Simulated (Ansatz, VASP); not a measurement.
# Cross-check of H3C2N (liquid acetonitrile at 298 K) between VASP and Ansatz, part 2 of 2

Wanted: the spread between two codes on one cell, functional and k mesh. Of the first pair: The structure shown is the start of the Ansatz relaxation below; VASP solves that cell, so the two are compared at the walk's first step.

VASP 6.6.1 and Ansatz 0.2.0.

So far. Step 3 (VASP: single point, PBE with D3(BJ), start cell, pair 1): The run ends at a pressure of -0.02 GPa, with forces up to 4.3 eV/Å.

## 4. Comparison

Known differences besides the potentials themselves: the cutoff is 420 eV in Ansatz and 520 eV in VASP (PREC = Accurate, projectors in real space). Total energies have different zeros and are not compared.

Forces on 7 of the 108 atoms, those with the largest forces and the largest differences (eV/Å; atoms numbered as in POSCAR):

```
atom          Ansatz x, y, z            VASP x, y, z
  C1   -0.246, -0.764, 4.186   -0.239, -0.773, 4.174
 C14     2.902, 2.110, 0.157     3.309, 2.489, 0.265
 C30   1.473, -1.751, -2.950   1.671, -2.068, -3.359
 N43  -2.111, -1.901, -0.254  -2.516, -2.285, -0.368
 N51    -1.031, 1.383, 1.786    -1.227, 1.697, 2.187
 N53    2.454, -0.684, 1.360    2.935, -0.818, 1.600
 H56    1.699, 1.718, -2.656    1.701, 1.719, -2.655
```

The forces differ by 138 meV/Å r.m.s., which is 14.3 % of the r.m.s. force of 0.968 eV/Å (both taken over all components).

## 5. Ansatz: relaxation, PBE with D3(BJ)

This run makes the geometry at which the two programs are then compared. The cell compared in this pair holds 1280.32 Å³, against 1569.13 Å³ for the pair before.

The structure compared here is the end of the Ansatz relaxation.

Input file input.yaml:

```yaml
crystal:
  lattice:
    - [11.62037, 0.0, 0.0]
    - [0.0, 11.62037, 0.0]
    - [0.0, 0.0, 11.62037]
  atoms:
    - { symbol: C, position: [0.14884, 0.91177, 0.53139] }
    - { symbol: C, position: [0.2164, 0.8233, 0.5931] }
    - { symbol: "N", position: [0.26741, 0.74946, 0.63687] }
    - { symbol: H, position: [0.12372, 0.97824, 0.59585] }
    - { symbol: H, position: [0.20414, 0.94147, 0.4712] }
    - { symbol: H, position: [0.07055, 0.88054, 0.49824] }
    - { symbol: C, position: [0.37232, 0.1077, 0.77071] }
    - { symbol: C, position: [0.33143, 0.22311, 0.80408] }
    - { symbol: "N", position: [0.29448, 0.30949, 0.83487] }
    - { symbol: H, position: [0.2991, 0.06425, 0.74082] }
    - { symbol: H, position: [0.44124, 0.10557, 0.70767] }
    - { symbol: H, position: [0.39685, 0.06631, 0.85551] }
    - { symbol: C, position: [0.96125, 0.2853, 0.37176] }
    - { symbol: C, position: [0.01832, 0.36049, 0.28844] }
    - { symbol: "N", position: [0.07582, 0.41576, 0.22795] }
    - { symbol: H, position: [0.8683, 0.29044, 0.37074] }
    - { symbol: H, position: [0.97911, 0.19735, 0.33764] }
    - { symbol: H, position: [0.99302, 0.29924, 0.45495] }
    - { symbol: C, position: [0.01294, 0.20653, 0.91329] }
    - { symbol: C, position: [0.05508, 0.09266, 0.88846] }
    - { symbol: "N", position: [0.08865, 0.00015, 0.86496] }
    - { symbol: H, position: [0.96467, 0.20076, 0.99403] }
    - { symbol: H, position: [0.09169, 0.26162, 0.91705] }
    - { symbol: H, position: [0.95627, 0.23628, 0.85] }
    - { symbol: C, position: [0.18537, 0.55828, 0.948] }
    - { symbol: C, position: [0.28024, 0.60114, 0.0184] }
    - { symbol: "N", position: [0.36742, 0.6238, 0.06441] }
    - { symbol: H, position: [0.09967, 0.5972, 0.96081] }
    - { symbol: H, position: [0.20195, 0.56978, 0.8577] }
    - { symbol: H, position: [0.18635, 0.4649, 0.97308] }
    - { symbol: C, position: [0.47631, 0.37914, 0.41107] }
    - { symbol: C, position: [0.53731, 0.31462, 0.49899] }
    - { symbol: "N", position: [0.56562, 0.24334, 0.56315] }
    - { symbol: H, position: [0.4531, 0.32897, 0.33651] }
    - { symbol: H, position: [0.39597, 0.41411, 0.45175] }
    - { symbol: H, position: [0.52492, 0.45092, 0.37664] }
    - { symbol: C, position: [0.84527, 0.01407, 0.20756] }
    - { symbol: C, position: [0.7504, 0.93044, 0.19695] }
    - { symbol: "N", position: [0.68068, 0.86456, 0.17703] }
    - { symbol: H, position: [0.85628, 0.05974, 0.12644] }
    - { symbol: H, position: [0.82386, 0.07732, 0.26965] }
    - { symbol: H, position: [0.92701, 0.97904, 0.23374] }
    - { symbol: C, position: [0.65049, 0.54647, 0.09845] }
    - { symbol: C, position: [0.69037, 0.47018, 0.18766] }
    - { symbol: "N", position: [0.73239, 0.41072, 0.25825] }
    - { symbol: H, position: [0.59763, 0.4962, 0.04067] }
    - { symbol: H, position: [0.59659, 0.62312, 0.12667] }
    - { symbol: H, position: [0.71932, 0.57975, 0.0449] }
    - { symbol: C, position: [0.67696, 0.22054, 0.8422] }
    - { symbol: C, position: [0.72164, 0.3362, 0.8538] }
    - { symbol: "N", position: [0.75313, 0.43067, 0.86464] }
    - { symbol: H, position: [0.66591, 0.19831, 0.75418] }
    - { symbol: H, position: [0.7283, 0.1578, 0.89723] }
    - { symbol: H, position: [0.58606, 0.22732, 0.87429] }
    - { symbol: C, position: [0.90994, 0.6502, 0.30162] }
    - { symbol: C, position: [0.0363, 0.6801, 0.30706] }
    - { symbol: "N", position: [0.13468, 0.69786, 0.30376] }
    - { symbol: H, position: [0.88591, 0.58889, 0.37016] }
    - { symbol: H, position: [0.84788, 0.72481, 0.3007] }
    - { symbol: H, position: [0.90145, 0.59499, 0.22755] }
    - { symbol: C, position: [0.76486, 0.97043, 0.58258] }
    - { symbol: C, position: [0.83087, 0.08178, 0.5963] }
    - { symbol: "N", position: [0.88732, 0.16455, 0.60222] }
    - { symbol: H, position: [0.6738, 0.99112, 0.57602] }
    - { symbol: H, position: [0.77547, 0.92234, 0.49987] }
    - { symbol: H, position: [0.77706, 0.90457, 0.64443] }
    - { symbol: C, position: [0.34051, 0.31748, 0.12114] }
    - { symbol: C, position: [0.44558, 0.24618, 0.09879] }
    - { symbol: "N", position: [0.52862, 0.19352, 0.07897] }
    - { symbol: H, position: [0.3177, 0.36267, 0.04074] }
    - { symbol: H, position: [0.26918, 0.2583, 0.14092] }
    - { symbol: H, position: [0.36122, 0.38658, 0.18128] }
    - { symbol: C, position: [0.18614, 0.46278, 0.62758] }
    - { symbol: C, position: [0.21538, 0.34495, 0.58092] }
    - { symbol: "N", position: [0.23664, 0.24788, 0.55849] }
    - { symbol: H, position: [0.25674, 0.52272, 0.62378] }
    - { symbol: H, position: [0.12278, 0.50563, 0.57247] }
    - { symbol: H, position: [0.14786, 0.45981, 0.71025] }
    - { symbol: C, position: [0.57897, 0.70603, 0.81927] }
    - { symbol: C, position: [0.62351, 0.82104, 0.84539] }
    - { symbol: "N", position: [0.6651, 0.91056, 0.8702] }
    - { symbol: H, position: [0.61694, 0.63408, 0.86921] }
    - { symbol: H, position: [0.48548, 0.72089, 0.84988] }
    - { symbol: H, position: [0.56553, 0.6743, 0.72962] }
    - { symbol: C, position: [0.27726, 0.94494, 0.11478] }
    - { symbol: C, position: [0.22739, 0.01628, 0.20875] }
    - { symbol: "N", position: [0.19245, 0.07257, 0.28128] }
    - { symbol: H, position: [0.25291, 0.96896, 0.02909] }
    - { symbol: H, position: [0.37048, 0.9431, 0.12011] }
    - { symbol: H, position: [0.25894, 0.85866, 0.13434] }
    - { symbol: C, position: [0.92626, 0.75769, 0.87555] }
    - { symbol: C, position: [0.96218, 0.8046, 0.98199] }
    - { symbol: "N", position: [0.98914, 0.83984, 0.07211] }
    - { symbol: H, position: [0.99591, 0.76746, 0.81246] }
    - { symbol: H, position: [0.89952, 0.67029, 0.87874] }
    - { symbol: H, position: [0.85432, 0.8139, 0.84254] }
    - { symbol: C, position: [0.42828, 0.70357, 0.34684] }
    - { symbol: C, position: [0.53406, 0.68039, 0.40568] }
    - { symbol: "N", position: [0.61922, 0.65629, 0.44781] }
    - { symbol: H, position: [0.35788, 0.67392, 0.39534] }
    - { symbol: H, position: [0.4091, 0.79621, 0.3275] }
    - { symbol: H, position: [0.43104, 0.65272, 0.27479] }
    - { symbol: C, position: [0.79528, 0.45574, 0.60411] }
    - { symbol: C, position: [0.86637, 0.55712, 0.59595] }
    - { symbol: "N", position: [0.91544, 0.64644, 0.59785] }
    - { symbol: H, position: [0.71203, 0.4863, 0.64348] }
    - { symbol: H, position: [0.79192, 0.42636, 0.51313] }
    - { symbol: H, position: [0.83022, 0.38456, 0.65386] }
kpoints:
  mp_grid: { grid: [1, 1, 1] }
hamiltonian:
  xc: pbe
  dispersion: d3bj
scf:
  occupations: { method: fermi_dirac, width: 0.025 }
output:
  forces: true
relax:
  f_tol: 0.05
  max_steps: 200
  cell: {}
```

On the command line:

```console
$ ansatz run input.yaml --threads 4 --pin off --max-ram 8192MiB --backend cpu --events-out ev --progress --plain --runs-dir out
```

Numbers of over 12 decimals in the logs are rounded to 6 here.

The program printed:

```text
[...]
Crystal: 108 atoms, lattice volume = 1569.133 Å³
Basis set: ecut = 420 eV, 30839 PW (Γ), exchange–correlation on 160×160×160 points (8 copies of the dense FFT grid, shifted against one another)
Bands: 252, of which v1, the nominal top of the filled ones, is band 144 counted from 1 (143 counted from 0)
Symmetry: 1 space group operations
[...]
k-points: 1
[...]
- { symbol: C, position: [0.493036, 0.816524, 0.349950] }
    - { symbol: C, position: [0.512643, 0.708512, 0.434003] }
    - { symbol: N, position: [0.529446, 0.622730, 0.502280] }
[...]
- { symbol: H, position: [0.454574, 0.770353, 0.275270] }
    - { symbol: C, position: [0.770860, 0.428735, 0.556620] }
    - { symbol: C, position: [0.873622, 0.522463, 0.576548] }
    - { symbol: N, position: [0.956399, 0.597964, 0.591891] }
    - { symbol: H, position: [0.691483, 0.465321, 0.599209] }
    - { symbol: H, position: [0.753221, 0.427193, 0.466864] }
    - { symbol: H, position: [0.788661, 0.322489, 0.587863] }
```

## 6. VASP: single point, PBE with D3(BJ), relaxed cell, pair 2

The same cell, functional, mesh and smearing now go to VASP, with its own data sets.

Input file INCAR:

```
SYSTEM = H3C2N
PREC = Accurate
ENCUT = 600
EDIFF = 1E-06
NELM = 120
ISMEAR = -1
SIGMA = 0.025
LREAL = Auto
ALGO = Normal
GGA = PE
IVDW = 12
NBANDS = 224
LORBIT = 11
LWAVE = .FALSE.
LCHARG = .FALSE.
ISIF = 2
LASPH = .TRUE.
GGA_COMPAT = .FALSE.
EFERMI = MIDGAP
NCORE = 2
```

Input file POSCAR:

```
H3C2N
1.0
   11.1637020000     -0.2846720000      0.0991950000
   -0.2846720000      9.5583690000      0.2036530000
    0.0991950000      0.2036530000     12.0129250000
C N H
36 18 54
Direct
    0.1239400000      0.9194900000      0.5619600000
    0.1766400000      0.8609800000      0.6609900000
    0.3681700000      0.0608400000      0.8704200000
    0.3565000000      0.2105700000      0.8625700000
    0.9659800000      0.2262200000      0.3252000000
    0.0127400000      0.2821400000      0.2185100000
    0.0262100000      0.3423500000      0.8207900000
    0.0327000000      0.2013800000      0.8673700000
    0.2295600000      0.6020500000      0.9789400000
    0.3242400000      0.6729900000      0.0392800000
    0.4754100000      0.2623100000      0.4510100000
    0.4985900000      0.1671400000      0.5436000000
    0.7829200000      0.0214500000      0.0939400000
    0.7969800000      0.9493300000      0.2004300000
    0.6809700000      0.5907900000      0.1132100000
    0.6996800000      0.4930300000      0.2053100000
    0.6763600000      0.1999400000      0.8504600000
    0.7020900000      0.3499000000      0.8455100000
    0.0106800000      0.6354100000      0.3072600000
    0.1364800000      0.6165200000      0.3269000000
    0.7479700000      0.8868100000      0.5717300000
    0.8134600000      0.0100600000      0.6099700000
    0.3520800000      0.3511900000      0.1803100000
    0.4451700000      0.2668600000      0.1380400000
    0.2519500000      0.4994100000      0.6147700000
    0.2002500000      0.3727100000      0.5690600000
    0.4908200000      0.6753800000      0.7850100000
    0.5708400000      0.7737300000      0.8397800000
    0.1725800000      0.9754900000      0.1309400000
    0.2216200000      0.0072000000      0.2382700000
[... 72 atom lines left out ...]
    0.4298600000      0.8904200000      0.3812400000
    0.5787000000      0.8730100000      0.3271200000
    0.4545700000      0.7703500000      0.2752700000
    0.6914800000      0.4653200000      0.5992100000
    0.7532200000      0.4271900000      0.4668600000
    0.7886600000      0.3224900000      0.5878600000
```

Input file KPOINTS:

```
Automatic mesh
0
Gamma
1 1 1
0 0 0
```

Potentials, in the order of the species: C, N and H (PBE family, release 64).

On the command line:

```console
$ mpirun -np 8 vasp_gam
```

The program printed:

```text
[... set-up lines as in an earlier step ...]
 entering main loop
       N       E                     dE             d eps       ncg     rms          rms(c)
DAV:   1     0.212606091757E+04    0.21261E+04   -0.15725E+05   456   0.131E+03
DAV:   2    -0.457353832613E+03   -0.25834E+04   -0.24503E+04   576   0.287E+02
DAV:   3    -0.724208820258E+03   -0.26685E+03   -0.26427E+03   568   0.942E+01
DAV:   4    -0.730703243475E+03   -0.64944E+01   -0.64677E+01   560   0.171E+01
[...]
DAV:  17    -0.665080528333E+03    0.15437E-05   -0.25545E-05   592   0.187E-02    0.433E-03
DAV:  18    -0.665080528721E+03   -0.38816E-06   -0.11413E-05   512   0.790E-03    0.456E-03
DAV:  19    -0.665080528476E+03    0.24531E-06   -0.39384E-07   312   0.159E-03
   1 F= -.67094689E+03 E0= -.67094689E+03  d E =0.000000E+00
```

From OUTCAR (step 6):

```text
  FREE ENERGIE OF THE ION-ELECTRON SYSTEM (eV)
  ---------------------------------------------------
  free  energy   TOTEN  =      -670.9468850362 eV

  energy  without entropy=     -670.9468850362  energy(sigma->0) =     -670.94688504
```

The run ends at a pressure of 0.15 GPa, with forces up to 0.39 eV/Å.

## 7. Differences

What differs besides the data sets and the points named for the pairs above, as far as they apply: the cutoff is 420 eV in Ansatz and 600 eV in VASP (PREC = Accurate, projectors in real space). Total energies have different zeros and are not compared.

Both answers:

```
              quantity  Ansatz   VASP  difference
        pressure (GPa)   -0.01   0.15       -0.17
gap on the k mesh (eV)   6.625  6.634      -0.009
```

Forces on 7 of the 108 atoms, those with the largest forces and the largest differences (eV/Å; atoms numbered as in POSCAR):

```
atom         Ansatz x, y, z            VASP x, y, z
 C10   0.003, 0.000, -0.008  -0.276, -0.172, -0.204
 C24   0.001, -0.002, 0.001    -0.284, 0.227, 0.143
 C30   0.002, -0.001, 0.004  -0.148, -0.089, -0.340
 N41   -0.001, 0.000, 0.004     0.279, 0.171, 0.200
 N47    0.004, 0.004, 0.006     0.182, 0.310, 0.133
 N48    0.000, 0.002, 0.000   0.285, -0.225, -0.143
 N52  0.000, -0.009, -0.003    0.079, -0.057, 0.374
```

The forces differ by 127 meV/Å r.m.s., where the r.m.s. force is 0.005 eV/Å in Ansatz and 0.125 eV/Å in VASP: the atoms lie near their places of rest in Ansatz, so a percentage would say little (all taken over all components). A gap on the mesh is an upper bound, since the band edges may lie between its points.

## 8. What came out

```
r.m.s. force difference (single point, PBE with D3(BJ), start cell, pair 1)   : 14 % of the r.m.s. force
r.m.s. force difference (single point, PBE with D3(BJ), relaxed cell, pair 2) : 127 meV/Å
```

**Reading.** The r.m.s. force difference is 127 meV/Å (single point, PBE with D3(BJ), relaxed cell, pair 2), beyond the 12 meV/Å picked in this series as the mark of a large difference. What causes the difference of the single point, PBE with D3(BJ), start cell, pair 1 pair stays open here. What causes the difference of the single point, PBE with D3(BJ), relaxed cell, pair 2 pair stays open here. How closely two codes agree says nothing of how well the functional describes the real material.

[Lines on the potential files, build, host, timing and source positions are cut from VASP's logs without a mark.]

[Logs are printed without paths, hosts, clocks, repeated set-up lines and the standing remarks that a program may print on its own settings, such as how far it seeks lower states.]

[Hosts, paths, dates, database ids (printed as entryN), source tags and the programs' standing remarks are cut or masked in the printed files.]
